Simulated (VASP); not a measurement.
Crystal: Bi3SbO3.

```
Sb Bi O
1.0
     5.23000    0.00000    0.00000
     0.00000    5.23000    0.00000
     0.00000    0.00000    5.23000
Sb Bi O
1 3 3
Direct
  0.00000 0.00000 0.00000
  0.50000 0.00000 0.50000
  0.50000 0.50000 0.00000
  0.00000 0.50000 0.50000
  0.50000 0.00000 0.00000
  0.00000 0.50000 0.00000
  0.00000 0.00000 0.50000
```

The cell was built by a generator and needn't be a form met in nature.

* Program: VASP 6.6.1
* Task: relaxation of cell and atoms
* Functional: PBE
* Potentials or basis: VASP PAW PBE potentials, release 64 (Sb, Bi_d, O)
* Cutoff: 520 eV
* k mesh: 3 × 3 × 3
* Occupations: gaussian, width 0.15 eV
* Spin: no spin polarisation

At the start: pressure -4.7 GPa; volume 20.44 Å³/atom.

Question: Where does the relaxation end?

Answer: Over 3 steps the energy falls by 17.1 meV/atom and the volume is 19.32 Å³/atom (-5.4 %); space group Pm-3m (No. 221, to 0.05 Å).

Step by step:
| step | energy change (eV) | largest force (eV/Å) | pressure (GPa) | volume (Å³) |
| --- | --- | --- | --- | --- |
| 1 | 0.0000 | 0.0000 | -4.66 | 143.06 |
| 2 | -0.0797 | 0.0000 | 3.06 | 131.09 |
| 3 | -0.1196 | 0.0000 | -0.12 | 135.27 |

Final structure:
```xyz
7
Lattice="5.1333 0.0000 0.0000 0.0000 5.1333 0.0000 0.0000 0.0000 5.1333" Properties=species:S:1:pos:R:3 pbc="T T T"
Sb    0.0000    0.0000    0.0000
Bi    2.5666    0.0000    2.5666
Bi    2.5666    2.5666    0.0000
Bi    0.0000    2.5666    2.5666
O     2.5666    0.0000    0.0000
O     0.0000    2.5666    0.0000
O     0.0000    0.0000    2.5666
```

Caveat: the k mesh is coarse (spacing up to 0.40 Å⁻¹), so the values aren't converged; the relaxation stopped at a loose force limit of 0.08 eV/Å, so its end isn't a converged minimum.
